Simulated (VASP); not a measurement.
Input:

```
CELL_PARAMETERS angstrom
      4.29925     0.00000    -0.01828
      0.00000     3.95375     0.00000
     -0.05642     0.00000    11.06682
ATOMIC_POSITIONS crystal
  Ge 0.12682 0.00000 0.88757
  Ge 0.61198 0.50000 0.63427
  Ge 0.87983 0.50000 0.11305
  Pb 0.42768 0.00000 0.39290
  Se 0.48670 0.00000 0.12615
  Se 0.99809 0.00000 0.64989
  Se 0.51154 0.50000 0.85619
  Se 0.95737 0.50000 0.33988
```

The numbers are results of PBEsol GGA, VASP's PBE PAW potentials (set 64) (plane waves; VASP), not measurements. Settings: 400 eV cut-off, 6×6×3 Γ-centred mesh, tetrahedra with Blöchl corrections, potentials Ge_d Pb_d Se.

The cores are frozen, which limits the accuracy of field gradients. Without a dispersion term in the relaxation, distances and binding between the weakly bound layers, chains or molecules are unreliable, and so is what depends on them.

Give the principal components of the electric field gradient (V/Å²) and the asymmetry η at each nucleus.

```csv
atom,Vxx,Vyy,Vzz,η
Ge1,33.2,3.7,-36.9,0.80
Ge2,40.3,34.6,-75.0,0.08
Ge3,35.6,19.4,-55.0,0.30
Pb4,-56.3,-20.1,76.4,0.47
Se5,72.8,14.6,-87.3,0.67
Se6,83.5,29.9,-113.3,0.47
Se7,50.7,39.9,-90.6,0.12
Se8,-56.3,-10.9,67.2,0.68
```

The structure comes from a computed database's Ge3PbSe4 entry (Pm); how it stands against other phases isn't given here. It was relaxed first, which changed the volume by -11 %.
